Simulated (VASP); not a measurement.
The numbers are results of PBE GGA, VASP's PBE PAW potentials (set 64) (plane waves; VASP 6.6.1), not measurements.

VASP input:

POSCAR:
```
Sn
1
   -2.8823837351     2.8823837351     1.5663452935
    2.8823837351    -2.8823837351     1.5663452935
    2.8823837351     2.8823837351    -1.5663452935
Sn
2
Direct
  0.2500000000   0.7500000000   0.5000000000
  1.0000000000   0.0000000000   0.0000000000
```

### INCAR
```
NELM = 100   # most electronic steps
ISIF = 3
LASPH = .TRUE.
ALGO = Normal
LCHARG = .FALSE.
SYSTEM = Sn
ISMEAR = 1   # Methfessel-Paxton
EDIFF = 1E-6   # SCF stop (eV)
ENCUT = 500   # plane-wave cut-off (eV)
IBRION = 2
LMAXMIX = 4   # l cut-off of mixed one-centre charges
GGA = PE   # PBE
PSTRESS = 100
PREC = Accurate
SIGMA = 0.1   # width (eV)
LWAVE = .FALSE.
EDIFFG = -0.02   # ionic stop
NSW = 40   # most ionic steps
LREAL = .FALSE.   # projection in real space or not
```

### KPOINTS
```
Automatic mesh
0
Gamma
13 13 13
0 0 0
```

POTCAR, in this order: Sn_d (PBE.64 set). Program: vasp_std.

Energy and stress use the plane-wave basis of the starting cell. Unless said otherwise, spin-orbit coupling is left out, though it shifts the bands of the heavy elements here.

Q: What does the run give for the energy per atom (σ→0), volume per atom, band gap (on the k-mesh)?

A: 
The energy per atom (σ→0) is -3.703 eV/atom and the band gap (on the k-mesh) is none (metal, semimetal or under 0.01 eV). The volume per atom is 24.51 Å³/atom.

OSZICAR:
```
...
   7 F= -.43455540E+01 E0= -.43455571E+01  d E =-.414024E-04
       N       E                     dE             d eps       ncg     rms          rms(c)
DAV:   1    -0.740571788942E+01    0.14089E-02   -0.14786E-02  8314   0.132E+00    0.120E-01
DAV:   2    -0.740532771803E+01    0.39017E-03   -0.77693E-04  8496   0.497E-01    0.700E-02
DAV:   3    -0.740514821791E+01    0.17950E-03   -0.49794E-04  9162   0.361E-01    0.120E-02
DAV:   4    -0.740515238231E+01   -0.41644E-05   -0.73232E-05  8096   0.125E-01    0.561E-03
DAV:   5    -0.740515228756E+01    0.94742E-07   -0.16209E-06  4982   0.283E-02
   8 F= -.43455907E+01 E0= -.43456032E+01  d E =-.366661E-04
```

The compound is Sn in the beta structure. This run relaxes it under an external pressure of 10 GPa. Symmetry was kept, so distortions that lower it aren't found.
